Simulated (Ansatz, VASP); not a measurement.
## TaBi: VASP beside Ansatz

The input INCAR:

```
PREC     = Accurate       # precision mode
ENCUT    = 520            # plane-wave cutoff, eV
EDIFF    = 1E-6           # SCF threshold, eV
ISMEAR   = -1             # smearing method
SIGMA    = 0.08           # smearing width, eV
LREAL    = F              # projectors in reciprocal space
LASPH    = T              # aspherical terms in the spheres
NELM     = 100            # most SCF steps
ALGO     = Normal         # electronic algorithm
ISIF     = 2              # what is computed and relaxed
LWAVE    = F              # write WAVECAR
LCHARG   = F              # write CHGCAR
GGA      = CA             # functional
NBANDS   = 20             # bands
```

The input KPOINTS:

```
regular mesh
0
Gamma
  11 11 11
```

File POSCAR:

```
TaBi
1.0
    0.0000000000      2.5900323106      2.5900323106
    2.5900323106      0.0000000000      2.5900323106
    2.5900323106      2.5900323106      0.0000000000
Ta Bi
1 1
Direct
    0.0000000000      0.0000000000      0.0000000000
    0.5000000000      0.5000000000      0.5000000000
```

Input for Ansatz:

```yaml
crystal:
  lattice:
    - [0.0, 2.5900323106, 2.5900323106]
    - [2.5900323106, 0.0, 2.5900323106]
    - [2.5900323106, 2.5900323106, 0.0]
  atoms:
    - { symbol: Ta, position: [0.0, 0.0, 0.0] }
    - { symbol: Bi, position: [0.5, 0.5, 0.5] }
kpoints:
  mp_grid: { grid: [11, 11, 11] }
scf:
  occupations: { method: fermi_dirac, width: 0.08 }
hamiltonian:
  xc: lda
  pseudopotentials: { kind: paw }
output:
  forces: true
  stress: true
  eigenvalues: true
  populations: true
```

Change from the starting cell: volume scaled by 0.75, PAW files.

Alike in both runs: task single point; functional LDA; k mesh 11 × 11 × 11; occupations fermi-dirac, width 0.08 eV; no spin polarisation.

```csv
,VASP,Ansatz
version,VASP 6.6.1,Ansatz 0.2.0
potentials or method,"VASP PAW LDA potentials, release 64 (Ta_pv, Bi_d)","PAW with Ansatz's default frozen-core files, scalar-relativistic"
plane-wave cutoff (eV),520,420
valence electrons in the cell,26,28
```

VASP gave:

```
pressure (GPa) : 66.1
```

Task: Which values does Ansatz return?

Result: Pressure (GPa): 64.9.

The two sets of potentials don't hold the same shells in valence.

Caveats: the cell as given lies far from equilibrium; so large a pressure means that the cell lies far from this level's equilibrium, or that cutoff or potentials fall short (VASP); spin-orbit coupling is left out, which moves the levels of the heavy elements.
